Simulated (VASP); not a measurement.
Input for VASP

### INCAR
```
SYSTEM = CoAl
PREC = Accurate
ENCUT = 520
EDIFF = 1E-6
NELM = 100
ALGO = Normal
LREAL = .FALSE.
LASPH = .TRUE.
ISMEAR = 1
SIGMA = 0.1
GGA = PE
IVDW = 12
LMAXMIX = 4
LWAVE = .FALSE.
LCHARG = .FALSE.
IBRION = 2
ISIF = 3
NSW = 60
EDIFFG = -0.01
```

KPOINTS:
```
Automatic mesh
0
Gamma
12 12 12
0 0 0
```

**POSCAR**
```
CoAl
1
    2.8188316337    -0.0000000000     0.0000000000
   -0.0000000000     2.8188316337    -0.0000000000
    0.0000000000    -0.0000000000     2.8188316337
Al Co
1 1
Direct
  0.5000000000   0.5000000000   0.5000000000
  0.0000000000   0.0000000000   0.0000000000
```

POTCAR, in this order: Al Co (PBE.64 set). Program: vasp_std.

Question: Translate this PBE-D3(BJ) calculation to Quantum ESPRESSO's pw.x.

Answer: One equivalent input (not run):
```
&CONTROL
  calculation = 'vc-relax'
  pseudo_dir = './pseudo'
  outdir = './out'
  tprnfor = .true.
  tstress = .true.
  nstep = 60
  forc_conv_thr = 0.00039
/
&SYSTEM
  ibrav = 0
  nat = 2
  ntyp = 2
  ecutwfc = 96
  occupations = 'smearing'
  smearing = 'methfessel-paxton'
  degauss = 0.00735
  input_dft = 'pbe'
  vdw_corr = 'grimme-d3'
  dftd3_version = 4
  dftd3_threebody = .false.
/
&ELECTRONS
  conv_thr = 7.3e-08
  electron_maxstep = 100
/
&IONS
/
&CELL
/
ATOMIC_SPECIES
  Al 26.982 Al.upf
  Co 58.933 Co.upf
CELL_PARAMETERS angstrom
     2.8188316   -0.0000000    0.0000000
    -0.0000000    2.8188316   -0.0000000
     0.0000000   -0.0000000    2.8188316
ATOMIC_POSITIONS crystal
  Al   0.5000000  0.5000000  0.5000000
  Co   0.0000000  0.0000000  0.0000000
K_POINTS automatic
  12 12 12 0 0 0
```
The two are equivalent in intent, not identical: the potentials are each code's own (VASP's PAW set, PseudoDojo norm-conserving files in pw.x), so ENCUT and ecutwfc are chosen apart and not converted; conv_thr bounds pw.x's estimated SCF error, while EDIFF bounds the energy change between steps; forc_conv_thr acts on force components and is met together with etot_conv_thr.

The compound is CoAl in the CsCl type structure. It was relaxed first. The start is the result of an earlier pass.
